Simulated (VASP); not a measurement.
Zn2Ga2O3:

```
Zn Ga O
1.0
     2.99617    0.00000    0.00000
    -1.49808    2.59476    0.00000
     0.00000    0.00000   12.62000
Zn Ga O
2 2 3
Direct
  0.33333 0.66667 0.41704
  0.66667 0.33333 0.58296
  0.33333 0.66667 0.11197
  0.66667 0.33333 0.88803
  0.66667 0.33333 0.17290
  0.33333 0.66667 0.82710
  0.00000 0.00000 0.00000
```

The cell was built by a generator and needn't be a form met in nature.

| Quantity | Value |
| --- | --- |
| Program | VASP 6.6.1 |
| Task | relaxation of cell and atoms |
| Functional | PBE |
| Potentials or basis | VASP PAW PBE potentials, release 64 (Zn, Ga_d, O) |
| Cutoff | 520 eV |
| k mesh | 12 × 12 × 4 |
| Occupations | gaussian, width 0.1 eV |
| Spin | no spin polarisation |

At the start: pressure 1.3 GPa; volume 14.02 Å³/atom.

Question: How do energy, volume and symmetry change on relaxing?

Answer: Over 42 steps the energy falls by 6.4 meV/atom and the volume is 14.86 Å³/atom (+6.0 %); space group P-3m1 (No. 164, to 0.05 Å).

The path:
| step | energy change (eV) | largest force (eV/Å) | pressure (GPa) | volume (Å³) |
| --- | --- | --- | --- | --- |
| 1 | 0.0000 | 0.1196 | 1.35 | 98.11 |
| 3 | -0.0075 | 0.0976 | -0.14 | 99.46 |
| 5 | -0.0126 | 0.1831 | -0.05 | 99.94 |
| 7 | -0.0176 | 0.1492 | 0.27 | 100.16 |
| 9 | -0.0180 | 0.1739 | 0.40 | 100.23 |
| 11 | -0.0261 | 0.1183 | 0.23 | 101.50 |
| 13 | -0.0328 | 0.0749 | -0.06 | 104.29 |
| 15 | -0.0373 | 0.1509 | 0.36 | 105.12 |
| 17 | -0.0380 | 0.1154 | 0.22 | 105.15 |
| 19 | -0.0391 | 0.0743 | 0.05 | 105.67 |
| 21 | -0.0405 | 0.0700 | -0.12 | 105.71 |
| 23 | -0.0407 | 0.0740 | -0.17 | 105.72 |
| 25 | -0.0417 | 0.0607 | 0.15 | 105.36 |
| 27 | -0.0428 | 0.0490 | -0.23 | 105.49 |
| 29 | -0.0435 | 0.0241 | 0.00 | 105.03 |
| 31 | -0.0439 | 0.0251 | -0.04 | 104.86 |
| 33 | -0.0436 | 0.1029 | -0.40 | 104.05 |
| 35 | -0.0443 | 0.0457 | -0.18 | 104.42 |
| 37 | -0.0445 | 0.0127 | 0.00 | 103.97 |
| 39 | -0.0445 | 0.0150 | -0.01 | 104.00 |
| 41 | -0.0446 | 0.0126 | -0.02 | 104.01 |
| 42 | -0.0446 | 0.0078 | 0.04 | 103.99 |

Final structure:
```
Zn Ga O
1.0
     2.98003    0.00000    0.00000
    -1.49002    2.58079    0.00000
     0.00000    0.00000   13.52108
Zn Ga O
2 2 3
Direct
  0.33333 0.66667 0.41452
  0.66667 0.33333 0.58548
  0.33333 0.66667 0.10531
  0.66667 0.33333 0.89469
  0.66667 0.33333 0.16342
  0.33333 0.66667 0.83658
  0.00000 0.00000 0.00000
```
